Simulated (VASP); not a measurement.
A cell of BN (wurtzite) near equilibrium:

```yaml
crystal:
  lattice:
    - [1.27756, -2.21280, 0.00000]
    - [1.27756, 2.21280, 0.00000]
    - [0.00000, 0.00000, 4.22543]
  atoms:
    - { symbol: B, position: [0.66667, 0.33333, 0.50024] }
    - { symbol: B, position: [0.33333, 0.66667, 0.00024] }
    - { symbol: N, position: [0.66667, 0.33333, 0.87476] }
    - { symbol: N, position: [0.33333, 0.66667, 0.37476] }
```

These are PBE GGA, VASP's PBE PAW potentials (set 64) (plane waves; VASP 6.6.1) values and carry that method's errors.

| run | ΔE (meV/atom) | σxx | σyy | σzz | largest shear component, with its sign (GPa) |
|---|---|---|---|---|---|
| as it is | 0.0 | -0.30 | -0.30 | -0.30 | 0.00 |
| after one change | 89.4 | -35.53 | -35.53 | -35.49 | 0.00 |
Stress is in GPa, positive when the cell is compressed.

Name the change that produced these shifts.
(A) isotropic strain of -0.5 %
(B) isotropic strain of +2.0 %
(C) isotropic strain of +4.0 % with the ions relaxed

C, isotropic strain of +4.0 % with the ions relaxed

The compound is BN in the wurtzite structure, a metastable high-pressure form.
